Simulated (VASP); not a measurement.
VASP ran on this input.

**KPOINTS**
```
K-points
0
G
  3 4 3
```

### POSCAR
```
ZrGe
1
    6.9542070000     0.0000000000     0.0000000000
    0.0000000000     3.8368080000     0.0000000000
    0.0000000000     0.0000000000     5.3044950000
Zr Ge
4 4
Direct
  0.1760800000   0.2500000000   0.6308900000
  0.8239200000   0.7500000000   0.3691100000
  0.3239200000   0.7500000000   0.1308900000
  0.6760800000   0.2500000000   0.8691100000
  0.0483200000   0.2500000000   0.1521900000
  0.9516800000   0.7500000000   0.8478100000
  0.4516800000   0.7500000000   0.6521900000
  0.5483200000   0.2500000000   0.3478100000
```

INCAR:
```
! general
SYSTEM   =  ZrGe
PREC     =  Accurate
ENCUT    =  300
LREAL    =  F
LASPH    =  T

! electronic loop
EDIFF    =  1E-6
NELM     =  100
ALGO     =  Normal
LMAXMIX  =  4

! smearing
ISMEAR   =  0
SIGMA    =  0.272

! functional
GGA      =  PS

! ions
ISIF     =  2

! output
LWAVE    =  F
LCHARG   =  F
```

POTCAR, in this order: Zr_sv Ge_d (PBE.64 set). Program: vasp_std.

Task: Write an equivalent input for Ansatz.

Result: One equivalent input (not run):
Ansatz 0.2 input:
```yaml
crystal:
  lattice:
    - [6.9542070, 0.0000000, 0.0000000]
    - [0.0000000, 3.8368080, 0.0000000]
    - [0.0000000, 0.0000000, 5.3044950]
  atoms:
    - { symbol: Zr, position: [0.1760800, 0.2500000, 0.6308900] }
    - { symbol: Zr, position: [0.8239200, 0.7500000, 0.3691100] }
    - { symbol: Zr, position: [0.3239200, 0.7500000, 0.1308900] }
    - { symbol: Zr, position: [0.6760800, 0.2500000, 0.8691100] }
    - { symbol: Ge, position: [0.0483200, 0.2500000, 0.1521900] }
    - { symbol: Ge, position: [0.9516800, 0.7500000, 0.8478100] }
    - { symbol: Ge, position: [0.4516800, 0.7500000, 0.6521900] }
    - { symbol: Ge, position: [0.5483200, 0.2500000, 0.3478100] }
kpoints:
  mp_grid: { grid: [3, 4, 3] }
hamiltonian:
  xc: pbesol
  pseudopotentials: { kind: paw }
scf:
  occupations: { method: gaussian, width: 0.272 }
  max_iter: 100
output: { forces: true, stress: true, eigenvalues: true }
```
What does not carry over: each code has its own PAW files, so the cut-off isn't converted (ENCUT is set for VASP's; basis.ecutwfc is left out, and Ansatz then takes the one that its files recommend); Ansatz stops its SCF on the density residual and VASP on the energy change (EDIFF).

The structure comes from a computed database's ZrGe entry (Pnma); how it stands against other phases isn't given here. The cell was not relaxed at this level, and its volume differs by -5.9 % from the start's.
